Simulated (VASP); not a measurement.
Input of a VASP 6.6.1 run:

Contents of INCAR:

```
SYSTEM = SnH2ICl
PREC     = Accurate       ! precision mode
ENCUT    = 520            ! plane-wave cutoff, eV
EDIFF    = 1E-6           ! SCF threshold, eV
ISMEAR   = 0              ! smearing method
SIGMA    = 0.01           ! smearing width, eV
LREAL    = .False.        ! projectors in reciprocal space
LASPH    = .True.         ! aspherical terms in the spheres
NELM     = 60             ! most SCF steps
ALGO     = Normal         ! electronic algorithm
ISIF     = 2              ! what is computed and relaxed
LWAVE    = .False.        ! write WAVECAR
LCHARG   = .True.         ! write CHGCAR
GGA      = PE             ! functional
LELF     = .True.         ! ELF
```

File KPOINTS:

```
regular mesh
0
Gamma
  1 1 1
  0 0 0
```

POSCAR

```
SnH2ICl
1.0
   13.0000000000      0.0000000000      0.0000000000
    0.0000000000     12.0000000000      0.0000000000
    0.0000000000      0.0000000000     13.0000000000
Cl Sn I H
1 1 1 2
Direct
    0.3671038500      0.5631375000      0.5299500000
    0.5225038500      0.4999041700      0.4638423100
    0.6348961500      0.4257458300      0.6210269200
    0.4947730800      0.3918791700      0.3842038500
    0.5820038500      0.6116208300      0.4101653800
```

Potentials or basis: VASP PAW PBE potentials, release 64 (Cl, Sn_d, I, H).

The run is started by

```console
$ cat potpaw_PBE.64/Cl/POTCAR potpaw_PBE.64/Sn_d/POTCAR potpaw_PBE.64/I/POTCAR potpaw_PBE.64/H/POTCAR > POTCAR
$ mpirun -np 1 vasp_gam > vasp.out
```

Problem. Estimate the gap between the frontier levels.

Solution. 4.08 eV.

Problem. Predict the largest force.

Solution. 0.380 eV/Å.

Forces in eV/Å, atoms in the order of the input:
```
Cl  -0.334  0.128  0.127
Sn   0.106 -0.026 -0.149
I    0.185 -0.111  0.245
H   -0.051 -0.165 -0.134
H    0.094  0.175 -0.090
```

Caveat: spin-orbit coupling is left out, which moves the levels of the heavy elements. As with any semilocal functional, this PBE gap is likely too small.
